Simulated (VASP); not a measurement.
# CdRh3 (Fm-3m) in VASP: hyperfine couplings with optB86b-vdW

Aim: the hyperfine couplings of CdRh3 with optB86b-vdW.

Program: VASP 6.6.1. These are calculated values, not measurements. Logs are shortened: lines on timing, memory, paths and dates and some standing lists are left out, and cuts for length are marked.

### 1 The crystal as given

Symmetry: Fm-3m, No. 225, cubic system. The conventional cell has a = 6.246 Å, b = 6.246 Å, c = 6.246 Å, α = 90.00°, β = 90.00°, γ = 90.00°. Around Cd (site symmetry m-3m) lie 8 Rh at 2.70 Å. Rh (site symmetry -43m) has 4 Cd at 2.70 Å and 4 Rh at 2.70 Å as nearest neighbours. Rh (site symmetry m-3m) has 8 Rh at 2.70 Å as nearest neighbours.

The cell was built by a generator and needn't be a form met in nature.

### 2 Hyperfine couplings, optB86b-vdW, collinear spin, antiferromagnetic start

File INCAR:

```
PREC     = Accurate       # precision mode
ENCUT    = 520            # plane-wave cutoff, eV
EDIFF    = 1E-6           # SCF threshold, eV
ISMEAR   = -5             # smearing method
SIGMA    = 0.05           # smearing width, eV
LREAL    = False          # projectors in reciprocal space
LASPH    = True           # aspherical terms in the spheres
NELM     = 80             # most SCF steps
ALGO     = Fast           # electronic algorithm
ISIF     = 2              # what is computed and relaxed
LWAVE    = False          # write WAVECAR
LCHARG   = False          # write CHGCAR
ISPIN    = 2              # spin polarisation
MAGMOM   = 0 0.6 -0.6 0.6 # initial moments
LORBIT   = 11             # projections on sites
NUPDOWN  = 0              # fixed moment
LMAXMIX  = 4              # l up to which the mixer works
GGA      = MK             # functional
LUSE_VDW = True         
AGGAC    = 0.0          
PARAM1   = 0.1234       
PARAM2   = 1.0          
LHYPERFINE= True
```

File KPOINTS:

```
regular mesh
0
Gamma
  7 7 7
```

File POSCAR:

```
CdRh3
4.4164
    0.000000000000      0.707110995381      0.707110995381
    0.707110995381      0.000000000000      0.707110995381
    0.707110995381      0.707110995381      0.000000000000
Cd Rh
1 3
Direct
    0.0000000000      0.0000000000      0.0000000000
    0.2500000000      0.2500000000      0.2500000000
    0.7500000000      0.7500000000      0.7500000000
    0.5000000000      0.5000000000      0.5000000000
```

Potentials or basis: VASP PAW PBE potentials, release 64 (Cd, Rh_pv).

The run is started by

```sh
$ cat potpaw_PBE.64/Cd/POTCAR potpaw_PBE.64/Rh_pv/POTCAR > POTCAR
$ mpirun -np 1 vasp_std > vasp.out
```

OUTCAR:

```text
PREC = Accurate
   ENCUT = 520
   EDIFF = 1E-6
   ISMEAR = -5
   LREAL = False
   LASPH = True
   NELM = 80
   ISIF = 2
   ISPIN = 2
   LORBIT = 11
   NUPDOWN = 0
   GGA = MK

 ion  position               nearest neighbor table
   1  0.000  0.000  0.000-   3 2.70   3 2.70   3 2.70   2 2.70   3 2.70   2 2.70   2 2.70   2 2.70
                             4 3.12   4 3.12   4 3.12   4 3.12   4 3.12   4 3.12
   2  0.250  0.250  0.250-   1 2.70   1 2.70   1 2.70   1 2.70   4 2.70   4 2.70   4 2.70   4 2.70
                             3 3.12   3 3.12   3 3.12   3 3.12   3 3.12   3 3.12
   3  0.750  0.750  0.750-   4 2.70   4 2.70   4 2.70   1 2.70   4 2.70   1 2.70   1 2.70   1 2.70
                             2 3.12   2 3.12   2 3.12   2 3.12   2 3.12   2 3.12
   4  0.500  0.500  0.500-   2 2.70   2 2.70   2 2.70   2 2.70   3 2.70   3 2.70   3 2.70   3 2.70
                             1 3.12   1 3.12   1 3.12   1 3.12   1 3.12   1 3.12

  LATTYP: Found a face centered cubic cell.
 ALAT       =     6.2457700000

  Lattice vectors:

 A1 = (   0.0000000000,   3.1228850000,   3.1228850000)
 A2 = (   3.1228850000,   0.0000000000,   3.1228850000)
 A3 = (   3.1228850000,   3.1228850000,   0.0000000000)

Analysis of symmetry for initial positions (statically):
=====================================================================
 Subroutine PRICEL returns:
 Original cell was already a primitive cell.

 Routine SETGRP: Setting up the symmetry group for a
 face centered cubic supercell.

 Subroutine GETGRP returns: Found 48 space group operations
 (whereof 48 operations were pure point group operations)
 out of a pool of 48 trial point group operations.

The static configuration has the point symmetry O_h .

Analysis of symmetry for dynamics (positions and initial velocities):
=====================================================================
 Subroutine PRICEL returns:
 Original cell was already a primitive cell.

 Routine SETGRP: Setting up the symmetry group for a
 face centered cubic supercell.

 Subroutine GETGRP returns: Found 48 space group operations
 (whereof 48 operations were pure point group operations)
 out of a pool of 48 trial point group operations.

The dynamic configuration has the point symmetry O_h .

Analysis of structural, dynamic, and magnetic symmetry:
[... 1660 lines left out ...]

  FORCE on cell =-STRESS in cart. coord.  units (eV):
  Direction    XX          YY          ZZ          XY          YZ          ZX
  --------------------------------------------------------------------------------------
  -------------------------------------------------------------------------------------
  Total        0.0033416      0.0033416      0.0033416      0.0000000      0.0000000     -0.0000000
  in kB        0.0878943      0.0878943      0.0878943      0.0000000      0.0000000     -0.0000000
  external PRESSURE =       0.0878943 kB  Pullay stress =       0.0000000 kB

 VOLUME and BASIS-vectors are now :
 -----------------------------------------------------------------------------
  energy-cutoff  :      520.00
  volume of cell :       60.91
      direct lattice vectors                 reciprocal lattice vectors
     0.000000000  3.122885000  3.122885000    -0.160108361  0.160108361  0.160108361
     3.122885000  0.000000000  3.122885000     0.160108361 -0.160108361  0.160108361
     3.122885000  3.122885000  0.000000000     0.160108361  0.160108361 -0.160108361

 POSITION                                       TOTAL-FORCE (eV/Angst)
 -----------------------------------------------------------------------------------
      0.00000      0.00000      0.00000         0.000000      0.000000     -0.000000
      1.56144      1.56144      1.56144         0.000000      0.000000      0.000000
      4.68433      4.68433      4.68433        -0.000000     -0.000000     -0.000000
      3.12289      3.12289      3.12289         0.000000      0.000000     -0.000000
 -----------------------------------------------------------------------------------
    total drift:                               -0.000000     -0.000000     -0.000000

  FREE ENERGIE OF THE ION-ELECTRON SYSTEM (eV)
  ---------------------------------------------------
  free  energy   TOTEN  =        -9.1489285974 eV

  energy  without entropy=       -9.1489285974  energy(sigma->0) =       -9.14892860

Total vdW correction in eV:      8.8511598

 Fermi contact (isotropic) hyperfine coupling parameter (MHz)
 -------------------------------------------------------------
  ion      A_pw      A_1PS     A_1AE     A_1c      A_tot
 -------------------------------------------------------------
   1      -0.000    -0.000     0.009    -0.000     0.009
   2      -0.000    -0.001    -0.001     0.003    -0.000
   3       0.000     0.001     0.026    -0.004     0.025
   4      -0.000    -0.000     0.016     0.001     0.016
 -------------------------------------------------------------

 Dipolar hyperfine coupling parameters (MHz)
 ---------------------------------------------------------------------
  ion      A_xx      A_yy      A_zz      A_xy      A_xz      A_yz
 ---------------------------------------------------------------------
   1       0.000     0.000    -0.000    -0.000    -0.000    -0.000
   2       0.000     0.000    -0.000     0.000     0.000     0.000
   3      -0.000    -0.000     0.000    -0.000    -0.000    -0.000
   4       0.000     0.000    -0.000     0.000     0.000     0.000
 ---------------------------------------------------------------------

 Total hyperfine coupling parameters after diagonalization (MHz)
 (convention: |A_zz| > |A_xx| > |A_yy|)
 ----------------------------------------------------------------------
  ion      A_xx      A_yy      A_zz     asymmetry (A_yy - A_xx)/ A_zz
 ----------------------------------------------------------------------
   1       0.009     0.009     0.009      -0.000
   2      -0.000    -0.000    -0.000      -0.027
   3       0.025     0.025     0.025      -0.000
   4       0.016     0.016     0.016      -0.000
 ---------------------------------------------------------------------

 total charge

# of ion       s       p       d       tot
------------------------------------------
    1        0.547   0.444   9.515  10.506
    2        0.339   6.215   7.180  13.734
    3        0.339   6.215   7.180  13.734
    4        0.366   6.236   7.091  13.693
--------------------------------------------------
tot          1.592  19.110  30.966  51.668

 magnetization (x)

# of ion       s       p       d       tot
------------------------------------------
    1        0.000   0.000   0.000   0.000
    2        0.000   0.000  -0.000  -0.000
    3       -0.000   0.000  -0.000  -0.000
    4        0.000   0.000   0.000   0.000
--------------------------------------------------
tot         -0.000   0.000   0.000   0.000
```

OSZICAR:

```text
N       E                     dE             d eps       ncg     rms          rms(c)
DAV:   1     0.687114474041E+03    0.68711E+03   -0.35368E+04  2808   0.188E+03
DAV:   2     0.118711859145E+02   -0.67524E+03   -0.66461E+03  2862   0.566E+02
DAV:   3    -0.994892500692E+01   -0.21820E+02   -0.21231E+02  2962   0.111E+02
DAV:   4    -0.101946468090E+02   -0.24572E+00   -0.24507E+00  2982   0.112E+01
DAV:   5    -0.101973079955E+02   -0.26612E-02   -0.26540E-02  2958   0.124E+00    0.162E+01
RMM:   6    -0.924389288396E+01    0.95342E+00   -0.35157E+00  2740   0.134E+01    0.801E+00
RMM:   7    -0.954644677690E+01   -0.30255E+00   -0.10322E+00  2760   0.556E+00    0.733E+00
RMM:   8    -0.915844502019E+01    0.38800E+00   -0.44956E-01  2770   0.407E+00    0.334E+00
RMM:   9    -0.915114192478E+01    0.73031E-02   -0.44881E-02  2865   0.132E+00    0.105E+00
RMM:  10    -0.915622299153E+01   -0.50811E-02   -0.19225E-02  2855   0.801E-01    0.935E-01
RMM:  11    -0.914894590352E+01    0.72771E-02   -0.64834E-03  2857   0.516E-01    0.195E-01
RMM:  12    -0.914891001284E+01    0.35891E-04   -0.47910E-04  3001   0.131E-01    0.663E-02
RMM:  13    -0.914892518961E+01   -0.15177E-04   -0.91926E-05  2952   0.638E-02    0.362E-02
RMM:  14    -0.914892927961E+01   -0.40900E-05   -0.24497E-05  2864   0.360E-02    0.926E-03
RMM:  15    -0.914892859739E+01    0.68222E-06   -0.64442E-06  2275   0.159E-02
   1 F= -.91489286E+01 E0= -.91489286E+01  d E =0.000000E+00  mag=     0.0000
```

It took 2.6 min on 1 thread of Intel Xeon 6975P-C (Granite Rapids), shared host; peak memory 0.54 GiB.

What came out:

```
Free energy                                           : -9.1489 eV
Pressure                                              : 0.0 GPa
Net moment                                            : 0.00 μB per cell
Valence electrons inside the program's atomic spheres : Cd 10.51; Rh 13.73, 13.69
```

Hyperfine coupling, principal values (MHz):
```csv
atom,values
1 Cd,"0.0, 0.0, 0.0"
2 Rh,"0.0, 0.0, 0.0"
3 Rh,"0.0, 0.0, 0.0"
4 Rh,"0.0, 0.0, 0.0"
```

Caveat: the PAW data sets were made with another functional, which shifts forces and pressure a little; the total moment is fixed, so each spin has its own Fermi level.

### 3 For comparison

An earlier run on the cell as given: functional PBE; potentials or basis VASP PAW PBE potentials, release 64 (Cd, Rh_pv); cutoff 520 eV; k mesh 7 × 7 × 7; occupations fermi-dirac, width 0.05 eV; no spin polarisation.

* Pressure: 5.0 GPa
* Band gap on the k mesh: none (metal or under the smearing width)
